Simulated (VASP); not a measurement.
An input for Ansatz (written as the equivalent of a VASP run, and not itself run):

Ansatz 0.2 input:
```yaml
crystal:
  lattice:
    - [3.2300000, 0.0000000, 0.0000000]
    - [-1.6150000, 2.7972620, 0.0000000]
    - [0.0000000, 0.0000000, 5.1500000]
  atoms:
    - { symbol: Zr, position: [0.6666670, 0.3333330, 0.7500000] }
    - { symbol: Zr, position: [0.3333330, 0.6666670, 0.2500000] }
kpoints:
  mp_grid: { grid: [12, 12, 7] }
hamiltonian:
  xc: r2scan
  pseudopotentials: { kind: paw }
scf:
  occupations: { method: methfessel_paxton, width: 0.1 }
  max_iter: 100
relax:
  max_steps: 60
  f_tol: 0.01
  cell: {}
output: { forces: true, stress: true, eigenvalues: true }
```

Question: Translate this input to VASP (INCAR, KPOINTS, POSCAR, choice of POTCAR).

Answer: This is not unique; one that fits is 
**POSCAR**
```
Zr
1.0
  3.2300000000   0.0000000000   0.0000000000
 -1.6150000000   2.7972620000   0.0000000000
  0.0000000000   0.0000000000   5.1500000000
Zr
2
Cartesian
  1.6150016150   0.9324197342   3.8625000000
 -0.0000016150   1.8648422658   1.2875000000
```

INCAR:
```
ALGO  =  Normal
EDIFF  =  1E-6
EDIFFG  =  -0.01
ENCUT  =  480
IBRION  =  2
ISIF  =  3
ISMEAR  =  1
LASPH  =  .True.
LCHARG  =  .False.
LMAXMIX  =  4
LMIXTAU  =  .True.
LREAL  =  .False.
LWAVE  =  .False.
METAGGA  =  R2SCAN
NELM  =  100
NSW  =  60
PREC  =  Accurate
SIGMA  =  0.1
SYSTEM  =  Zr
```

**KPOINTS**
```
Automatic mesh
0
Gamma
12 12 7
0 0 0
```

POTCAR, in this order: Zr_sv (PBE.64 set). Program: vasp_std.

The two are equivalent in intent, not identical: each code has its own PAW files, so the cut-off isn't converted (ENCUT is set for VASP's; basis.ecutwfc is left out, and Ansatz then takes the one that its files recommend); Ansatz stops its SCF on the density residual and VASP on the energy change (EDIFF).

The compound is Zr in the hcp structure. This run relaxes it. Symmetry was kept, so distortions that lower it aren't found.
